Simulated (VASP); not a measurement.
Consider the following.

```
CELL_PARAMETERS angstrom
      4.15490     0.00000     0.00000
      0.00000     4.15490     0.00000
      0.00000     0.00000     4.15490
ATOMIC_POSITIONS crystal
  Ba 0.00000 0.00000 0.00000
  Hf 0.50000 0.50000 0.50000
  O  0.50000 0.00000 0.50000
  O  0.00000 0.50000 0.50000
  O  0.50000 0.50000 0.00000
```

Computed with PBEsol GGA, VASP's PBE PAW potentials (set 64) (plane waves; VASP). Numerical set-up: 520 eV cut-off, 6×6×6 Γ-centred mesh, tetrahedra with Blöchl corrections, potentials Ba_sv Hf_pv O.

The cores are frozen, which limits the accuracy of field gradients.

**Question.** Give the principal components of the electric field gradient (V/Å²) and the asymmetry η at each nucleus.

**Answer.** 
```tsv
atom	Vxx	Vyy	Vzz	η
Ba1	0.0	0.0	0.0	-
Hf2	0.0	0.0	0.0	-
O3	4.5	4.5	-8.9	0.00
O4	4.5	4.5	-8.9	0.00
O5	4.5	4.5	-8.9	0.00
```

The compound is BaHfO3 in the cubic perovskite structure. It was relaxed first.
